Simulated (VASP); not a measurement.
## BH12C3N: electric field gradients with r2SCAN

BH12C3N:

```
CELL_PARAMETERS angstrom
4.53960 2.62094 1.96407
-4.53960 2.62094 1.96407
0.00000 -5.24188 1.96407
ATOMIC_POSITIONS crystal
B 0.91816 0.91816 0.91816
H 0.28107 0.54656 0.28107
H 0.28107 0.28107 0.54656
H 0.54656 0.28107 0.28107
H 0.39950 0.86167 0.59625
H 0.59625 0.39950 0.86167
H 0.86167 0.59625 0.39950
H 0.59625 0.86167 0.39950
H 0.86167 0.39950 0.59625
H 0.39950 0.59625 0.86167
H 0.05290 0.05290 0.82999
H 0.82999 0.05290 0.05290
H 0.05290 0.82999 0.05290
C 0.46703 0.73351 0.46703
C 0.46703 0.46703 0.73351
C 0.73351 0.46703 0.46703
N 0.64335 0.64335 0.64335
```

The cell comes from a database or a generator and needn't be the stable form of this composition.

```json
{
 "Program": "VASP 6.6.1",
 "Task": "electric field gradients",
 "Functional": "r2SCAN",
 "Potentials or basis": "VASP PAW PBE potentials, release 64 (B, H, C, N)",
 "Cutoff": "520 eV",
 "k mesh": "6 × 6 × 6",
 "Occupations": "fermi-dirac, width 0.02 eV",
 "Spin": "no spin polarisation",
 "Dipole correction": "no",
 "Further INCAR settings": "LREAL = Auto; ALGO = Normal; EDIFF = 1e-08; NBANDS = 30"
}
```

| Property | Result |
| --- | --- |
| Pressure | -1.2 GPa |
| Largest force | 0.163 eV/Å |
| Band gap on the k mesh | 6.80 eV, indirect (least direct gap 6.88 eV) |

Forces in eV/Å, atoms in the order of the input:
```
B    0.000  0.000  0.048
H    0.017 -0.010  0.160
H    0.000  0.019  0.160
H   -0.017 -0.010  0.160
H    0.138  0.066 -0.056
H   -0.126  0.087 -0.056
H   -0.012 -0.153 -0.056
H    0.012 -0.153 -0.056
H   -0.138  0.066 -0.056
H    0.126  0.087 -0.056
H    0.000 -0.072 -0.038
H    0.062  0.036 -0.038
H   -0.062  0.036 -0.038
C   -0.086  0.050 -0.019
C    0.000 -0.100 -0.019
C    0.086  0.050 -0.019
N    0.000  0.000 -0.019
```

Stress tensor (GPa, compression positive):
```
-1.18  0.00  0.00
 0.00 -1.18  0.00
 0.00  0.00 -1.27
```

Levels at points of the mesh, in eV from the valence-band top:
```tsv
k point	band 14	band 15	band 16	band 17	band 18	band 19
(0.00, 0.00, 0.00)	-0.74	-0.08	-0.08	6.80	8.53	8.53
(0.50, 0.00, 0.00)	-1.56	-0.11	-0.03	7.14	8.33	8.66
(0.50, 0.50, 0.00)	-0.92	-0.32	-0.15	7.52	8.29	8.67
(0.50, 0.50, 0.50)	-1.51	0.00	0.00	7.34	7.83	7.83
```

Electric field gradients, principal values (V/Å²):
```tsv
atom	Vxx	Vyy	Vzz
1 B	-10.184	-10.184	20.368
2 H	-12.033	-13.859	25.893
3 H	-12.033	-13.859	25.893
4 H	-12.033	-13.859	25.893
5 H	-12.547	-14.329	26.876
6 H	-12.547	-14.329	26.876
7 H	-12.547	-14.329	26.876
8 H	-12.547	-14.329	26.876
9 H	-12.547	-14.329	26.876
10 H	-12.547	-14.329	26.876
11 H	-8.109	-9.817	17.926
12 H	-8.109	-9.817	17.926
13 H	-8.109	-9.817	17.926
14 C	-17.908	-17.966	35.874
15 C	-17.908	-17.966	35.874
16 C	-17.908	-17.966	35.874
17 N	26.160	26.160	-52.321
```

Wall time 9.5 min on 1 thread of Intel(R) Xeon(R) Platinum 8488C (Sapphire Rapids), with other jobs on the host, peak memory 0.33 GiB.

Caveat: the PAW data sets were made with another functional, which shifts forces and pressure a little. A k mesh can miss the band edges.
